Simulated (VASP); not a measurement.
Calculation: PBEsol GGA, VASP's PBE PAW potentials (set 64) (plane waves; VASP).

VASP ran on this input.

### INCAR
```
! general
SYSTEM  = LaO
PREC    = Accurate
ENCUT   = 520   ! plane-wave cut-off (eV)
LREAL   = .False.
LASPH   = .True.   ! aspherical one-centre terms
ICHARG  = 11

! electronic loop
EDIFF   = 1E-7   ! SCF stop (eV)
NELM    = 100   ! most electronic steps
ALGO    = Normal   ! blocked Davidson
LMAXMIX = 6

! smearing
ISMEAR  = 0
SIGMA   = 0.05   ! width (eV)

! functional
GGA     = PS

! output
LWAVE   = .False.
LCHARG  = .False.
LORBIT  = 11
```

File KPOINTS:
```
k-points along high-symmetry lines
15
Line-mode
Reciprocal
  0.000000   0.000000   0.000000 ! GAMMA
  0.000000   0.500000   0.000000 ! X

  0.000000   0.500000   0.000000 ! X
  0.500000   0.500000   0.000000 ! M

  0.500000   0.500000   0.000000 ! M
  0.000000   0.000000   0.000000 ! GAMMA

  0.000000   0.000000   0.000000 ! GAMMA
  0.500000   0.500000   0.500000 ! R

  0.500000   0.500000   0.500000 ! R
  0.000000   0.500000   0.000000 ! X

  0.500000   0.500000   0.500000 ! R
  0.500000   0.500000   0.000000 ! M
```

**POSCAR**
```
LaO
3.1064110
  1.0000000338   0.0000000000   0.0000000000
  0.0000000000   1.0000000338   0.0000000000
  0.0000000000   0.0000000000   1.0000000338
La O
1 1
Cartesian
  0.0000000000   0.0000000000   0.0000000000
  0.5000000169   0.5000000169   0.5000000169
```

POTCAR, in this order: La O (PBE.64 set). Program: vasp_std. Read from the step before: CHGCAR.

The run wrote:

### OUTCAR
```
 ion  position               nearest neighbor table
   1  0.000  0.000  0.000-   2 2.69   2 2.69   2 2.69   2 2.69   2 2.69   2 2.69   2 2.69   2 2.69
  LATTYP: Found a simple cubic cell.
 ALAT       =     3.1064111050
 Subroutine PRICEL returns:
 Original cell was already a primitive cell.
 Subroutine GETGRP returns: Found 48 space group operations
The static configuration has the point symmetry O_h .
The dynamic configuration has the point symmetry O_h .
 Subroutine INISYM returns: Found 48 space group operations
   k-points           NKPTS =     90   k-points in BZ     NKDIM =     90   number of bands    NBANDS=     12
   number of dos      NEDOS =    301   number of ions     NIONS =      2
   total plane-waves  NPLWV =  13824
   dimension x,y,z NGX =    24 NGY =   24 NGZ =   24
   dimension x,y,z NGXF=    48 NGYF=   48 NGZF=   48
   ions per type =               1   1
   PREC   = accura    normal or accurate (medium, high low for compatibility)
   ISTART =      0    job   : 0-new  1-cont  2-samecut
   ICHARG =     11    charge: 1-file 2-atom 10-const
   ISPIN  =      1    spin polarized calculation?
   LNONCOLLINEAR =      F non collinear calculations
   LSORBIT =      F    spin-orbit coupling
   INIWAV =      1    electr: 0-lowe 1-rand  2-diag
   ENCUT  =  520.0 eV  38.22 Ry    6.18 a.u.   5.78  5.78  5.78*2*pi/ulx,y,z
   NELM   =    100;   NELMIN=  2; NELMDL= -5     # of ELM steps
   EDIFF  = 0.1E-06   stopping-criterion for ELM
   LREAL  =      F    real-space projection
   NLSPLINE    = F    spline interpolate recip. space projectors
   LMAXMIX     =    6 max onsite mixed and CHGCAR
   VOSKOWN=      0    Vosko Wilk Nusair interpolation
   EDIFFG = 0.1E-05   stopping-criterion for IOM
   NSW    =      0    number of steps for IOM
   NBLOCK =      1;   KBLOCK =      1    inner block; outer block
   IBRION =     -1    ionic relax: 0-MD 1-quasi-New 2-CG
   NFREE  =      0    steps in history (QN), initial steepest desc. (CG)
   ISIF   =      2    stress and relaxation
   ISYM   =      2    0-nonsym 1-usesym 2-fastsym
   TEIN   =    0.0    initial temperature
   TEBEG  =    0.0;   TEEND  =   0.0 temperature during run
   SMASS  =  -3.00    Nose mass-parameter (am)
...
```

File OSZICAR:
```
       N       E                     dE             d eps       ncg     rms          rms(c)
DAV:   1     0.148761063211E+03    0.14876E+03   -0.65709E+03  2200   0.220E+03
DAV:   2     0.232495875628E+01   -0.14644E+03   -0.14275E+03  3112   0.303E+02
DAV:   3    -0.147649270578E+02   -0.17090E+02   -0.15807E+02  3204   0.135E+02
DAV:   4    -0.165903868783E+02   -0.18255E+01   -0.15386E+01  3660   0.297E+01
DAV:   5    -0.167498950790E+02   -0.15951E+00   -0.14475E+00  3564   0.802E+00
DAV:   6    -0.167570995150E+02   -0.72044E-02   -0.71635E-02  3792   0.169E+00
DAV:   7    -0.167575230410E+02   -0.42353E-03   -0.42345E-03  3408   0.409E-01
DAV:   8    -0.167575622036E+02   -0.39163E-04   -0.39162E-04  3788   0.111E-01
DAV:   9    -0.167575659865E+02   -0.37829E-05   -0.37839E-05  3380   0.279E-02
DAV:  10    -0.167575664550E+02   -0.46847E-06   -0.46847E-06  2824   0.892E-03
DAV:  11    -0.167575665072E+02   -0.52179E-07   -0.52519E-07  2332   0.296E-03
   1 F= -.16757567E+02 E0= -.16756976E+02  d E =-.118023E-02
```

**OUTCAR**
```
 val. band max:       11.4883025986   @ k =   0.1429   0.1429   0.0000

 cond. band min:      11.5203833148   @ k =   0.0714   0.5000   0.0714



 k-point     1 :       0.0000    0.0000    0.0000
  band No.  band energies     occupation
      1     -21.4122      2.00000
      2      -6.9273      2.00000
      3      -3.5003      2.00000
      4      -3.5003      2.00000
      5      -3.5003      2.00000
      6       8.4863      2.00000
      7       8.4863      2.00000
      8       8.4863      2.00000
      9       9.9750      2.00000
     10       9.9750      2.00000
     11      14.1249      0.00000
     12      14.1249      0.00000

 k-point     2 :       0.0000    0.0357    0.0000
  band No.  band energies     occupation
      1     -21.4061      2.00000
      2      -6.9480      2.00000
      3      -3.5151      2.00000
      4      -3.4946      2.00000
      5      -3.4946      2.00000
      6       8.4368      2.00000
      7       8.4753      2.00000
      8       8.4753      2.00000
      9       9.9859      2.00000
     10      10.0482      2.00000
     11      14.1231      0.00000
     12      14.1264      0.00000

 k-point     3 :       0.0000    0.0714    0.0000
  band No.  band energies     occupation
      1     -21.3880      2.00000
      2      -7.0101      2.00000
      3      -3.5565      2.00000
      4      -3.4780      2.00000
      5      -3.4780      2.00000
      6       8.2983      2.00000
      7       8.4427      2.00000
      8       8.4427      2.00000
      9      10.0182      2.00000
     10      10.2586      2.00000
     11      14.0990      0.00000
     12      14.1313      0.00000

 k-point     4 :       0.0000    0.1071    0.0000
  band No.  band energies     occupation
      1     -21.3586      2.00000
      2      -7.1130      2.00000
      3      -3.6157      2.00000
      4      -3.4510      2.00000
      5      -3.4510      2.00000
      6       8.0917      2.00000
      7       8.3894      2.00000
...
```

The density is held fixed in this step, so its total energy and stress have no physical meaning.

The structure was generated: LaO was put into the CsCl type type (Pm-3m), which need not be its known phase. It was relaxed first, which changed the volume by -33 %. The electron count is odd and the run is not spin-polarised, which forces a metal.
